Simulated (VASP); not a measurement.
Input:

```yaml
crystal:
  lattice:
    - [-1.60657, 1.60657, 3.93245]
    - [1.60657, -1.60657, 3.93245]
    - [1.60657, 1.60657, -3.93245]
  atoms:
    - { symbol: Si, position: [0.66477, 0.66477, 0.00000] }
    - { symbol: Si, position: [0.33523, 0.33523, 0.00000] }
    - { symbol: Mo, position: [0.00000, 0.00000, 0.00000] }
```

Level of theory: optB86b-vdW, VASP's PBE PAW potentials (set 64) (plane waves; VASP). Settings: 520 eV cut-off, Gaussian smearing of 0.050 eV, potentials Si Mo_sv.

**Question.** Give the energies of bands 6 to 14 at the high-symmetry points, in eV from the Fermi level.

**Answer.** 
```csv
band,Γ,X,P,N,M,S,R
6,-6.29,-6.56,-6.14,-9.44,-10.02,-8.90,-7.71
7,-3.40,-5.54,-6.14,-4.88,-3.43,-6.73,-5.43
8,-2.98,-5.19,-6.14,-4.42,-2.13,-2.73,-4.38
9,-2.58,-4.38,-2.69,-2.55,-0.56,-2.46,-3.78
10,-2.58,-2.99,-2.03,-2.51,-0.56,-2.23,-2.87
11,0.36,-1.17,-2.03,-0.48,-0.47,-0.39,-1.76
12,3.10,2.27,0.29,2.23,-0.47,1.54,1.77
13,3.36,2.69,2.27,3.08,0.49,3.05,2.03
14,3.48,3.12,4.04,3.99,4.70,3.64,2.57
```

It has no gap at this level: it comes out as a metal or semimetal.

The compound is MoSi2 in the MoSi2 type structure. It was relaxed first.
